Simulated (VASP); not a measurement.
A run of VASP 6.6.1 is set up as follows.

INCAR

```
SYSTEM = TaAs
  PREC = Accurate
  ENCUT = 520
  EDIFF = 1E-7
  ISMEAR = 0
  SIGMA = 0.05
  LREAL = .False.
  LASPH = .True.
  NELM = 80
  ALGO = Normal
  ISIF = 2
  LWAVE = .False.
  LCHARG = .False.
  MAGMOM = 0 0 0 0 0 0 0 0 0 0 0 0
  LORBIT = 11
  LSORBIT = .True.
  GGA_COMPAT = .False.
  LMAXMIX = 4
  GGA = PE
  LOPTICS = .True.
  NBANDS = 80
  NEDOS = 3000
  CSHIFT = 0.05
  KPAR = 4
```

KPOINTS

```
regular mesh
0
Gamma
  20 20 20
  0 0 0
```

Contents of POSCAR:

```
TaAs                                    
1.0
   -1.7163337839      1.7163337839      5.7978075660
    1.7163337839     -1.7163337839      5.7978075660
    1.7163337839      1.7163337839     -5.7978075660
  Ta              As            
     2     2
Direct
     0.5003060497075275    0.0003060497075274    0.5000000000000000
     0.7503060497075275    0.7503060497075275    0.0000000000000000
     0.0822933702924736    0.5822933702924736    0.5000000000000000
     0.3322933702924737    0.3322933702924737    0.0000000000000000
```

Potentials or basis: VASP PAW PBE potentials, release 64 (Ta_pv, As).

The run is started by

```bash
$ cat potpaw_PBE.64/Ta_pv/POTCAR potpaw_PBE.64/As/POTCAR > POTCAR
$ mpirun -np 4 vasp_ncl > vasp.out
```

(1) What does it give for the largest force?

(2) Predict the pressure.

Answers

(1) 0.007 eV/Å.

(2) 6.2 GPa.
